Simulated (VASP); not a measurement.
Here is the system:

```
CELL_PARAMETERS angstrom
      1.47500    -2.55477     0.00000
      1.47500     2.55477     0.00000
      0.00000     0.00000     4.68000
ATOMIC_POSITIONS crystal
  Ti 0.33333 0.66667 0.25000
  Ti 0.66667 0.33333 0.75000
```

Calculation: PBE GGA, VASP's PBE PAW potentials (set 64) (plane waves; VASP). Settings: 400 eV cut-off, 11×11×6 Γ-centred mesh, first-order Methfessel-Paxton smearing of 0.10 eV, potentials Ti_sv.

**Question.** Give the stress tensor in GPa (positive for a compressed cell).

**Answer.** 
```
-2.47   0.00   0.00
 0.00  -2.47   0.00
 0.00   0.00  -2.43
```
The pressure is its mean diagonal, -2.46 GPa.

The compound is Ti in the hcp structure. The cell was not relaxed at this level.
